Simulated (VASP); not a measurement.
These are LDA (Ceperley-Alder, Perdew-Zunger), VASP's LDA PAW potentials (set 64) (plane waves; VASP) values and carry that method's errors.

VASP ran on this input.

### INCAR
```
# general
SYSTEM =WSe2
PREC   =Accurate
ENCUT  =180
LREAL  =.False.
LASPH  =.True.

# electronic loop
EDIFF  =1E-6
NELM   =100
ALGO   =Normal
LMAXMIX=6

# smearing
ISMEAR =0
SIGMA  =0.01

# ions
ISIF   =2

# output
LWAVE  =.False.
LCHARG =.False.
```

**POSCAR**
```
WSe2
1
    3.3166100000     0.0000000000     0.0000000000
   -1.6583050000     2.8722690000     0.0000000000
    0.0000000000     0.0000000000    13.7234530000
W Se
2 4
Direct
  0.6666670000   0.3333330000   0.7500000000
  0.3333330000   0.6666670000   0.2500000000
  0.3333330000   0.6666670000   0.8710000000
  0.6666670000   0.3333330000   0.1290000000
  0.6666670000   0.3333330000   0.3710000000
  0.3333330000   0.6666670000   0.6290000000
```

KPOINTS:
```
Regular mesh
0
G
9 9 2
```

POTCAR, in this order: W_sv Se (LDA.64 set). Program: vasp_std.

At this cut-off the stress carries a Pulay error, which pulls relaxed volumes low.

What does the run give for the energy per atom (σ→0), pressure, largest force?

```yaml
energy per atom (σ→0): -8.055 eV/atom
pressure: -12.10 GPa
largest_force: 0.232 eV/Å
```

### OSZICAR
```
...
DAV:   9    -0.483339562269E+02   -0.10865E-02   -0.84223E-02  1970   0.130E+00    0.735E-01
DAV:  10    -0.483323141260E+02    0.16421E-02   -0.18264E-02  1904   0.835E-01    0.217E-01
DAV:  11    -0.483322193581E+02    0.94768E-04   -0.28913E-03  1873   0.291E-01    0.187E-01
DAV:  12    -0.483321699700E+02    0.49388E-04   -0.10769E-04  1880   0.485E-02    0.151E-01
DAV:  13    -0.483321217343E+02    0.48236E-04   -0.28650E-04  1838   0.877E-02    0.684E-03
DAV:  14    -0.483321232916E+02   -0.15573E-05   -0.85306E-06  1606   0.146E-02    0.807E-03
DAV:  15    -0.483321236426E+02   -0.35098E-06   -0.73684E-07  1186   0.397E-03
   1 F= -.48332124E+02 E0= -.48332124E+02  d E =-.340897E-52
```

The structure comes from a computed database's WSe2 entry; how it stands against other phases isn't given here. The cell was not relaxed at this level. The run is one of a series of settings (ENCUT = 180 against the base run), some of them coarse on purpose.
